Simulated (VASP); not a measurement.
ZnPb:

```
Pb Zn
1.0
     0.00000    2.81008    2.81008
     2.81008    0.00000    2.81008
     2.81008    2.81008    0.00000
Pb Zn
1 1
Direct
  0.00000 0.00000 0.00000
  0.50000 0.50000 0.50000
```

The cell was built by a generator and needn't be a form met in nature.

```yaml
Program: VASP 6.6.1
Task: relaxation of cell and atoms
Functional: PBE
Potentials_or_basis: VASP PAW PBE potentials, release 64 (Pb_d, Zn)
Cutoff: 600 eV
k_mesh: 6 × 6 × 6
Occupations: fermi-dirac, width 0.0538 eV
Spin: no spin polarisation
```

At the start: pressure 7.9 GPa; volume 22.19 Å³/atom.

Q: How do energy, volume and symmetry change on relaxing?

A: Over 3 steps the energy falls by 79.1 meV/atom and the volume is 25.79 Å³/atom (+16.2 %); space group Fm-3m (No. 225, to 0.05 Å).

The path:
| step | energy change (eV) | largest force (eV/Å) | pressure (GPa) | volume (Å³) |
| --- | --- | --- | --- | --- |
| 1 | 0.0000 | 0.0000 | 7.90 | 44.38 |
| 2 | -0.1582 | 0.0000 | -0.15 | 51.78 |
| 3 | -0.1583 | 0.0000 | -0.05 | 51.57 |

Final structure:
```yaml
crystal:
  lattice:
    - [0.00000, 2.95432, 2.95432]
    - [2.95432, 0.00000, 2.95432]
    - [2.95432, 2.95432, 0.00000]
  atoms:
    - { symbol: Pb, position: [0.00000, 0.00000, 0.00000] }
    - { symbol: Zn, position: [0.50000, 0.50000, 0.50000] }
```

Caveat: the volume moved by over 15 % at a fixed basis, so the end points are rough.
